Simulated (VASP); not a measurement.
Input:

```yaml
crystal:
  lattice:
    - [0.00000, 2.29589, 2.29589]
    - [2.29589, 0.00000, 2.29589]
    - [2.29589, 2.29589, 0.00000]
  atoms:
    - { symbol: Hf, position: [0.00000, 0.00000, 0.00000] }
    - { symbol: N, position: [0.50000, 0.50000, 0.50000] }
```

Level of theory: PBE GGA with D3 dispersion (zero damping), VASP's PBE PAW potentials (set 64) (plane waves; VASP 6.6.1). Run with 520 eV cut-off, 14×14×14 Γ-centred mesh, first-order Methfessel-Paxton smearing of 0.10 eV, potentials Hf_pv N.

Unless said otherwise, spin-orbit coupling is left out, though it shifts the bands of the heavy elements here.

Q: What does the run give for the energy per atom (σ→0), pressure, band gap (on the k-mesh) with the smallest direct gap where there is one?

A: 
* **band gap (on the k-mesh)**: none (metal, semimetal or under 0.01 eV)
* **energy per atom (σ→0)**: -11.161 eV/atom
* **pressure**: -14.53 GPa

The absolute energy has meaning only against runs of the same code, potentials and settings.

The compound is HfN in the rock salt structure. This cell is one point of a volume scan, at 1.06 of the reference volume. The electron count is odd and the run is not spin-polarised, which forces a metal.
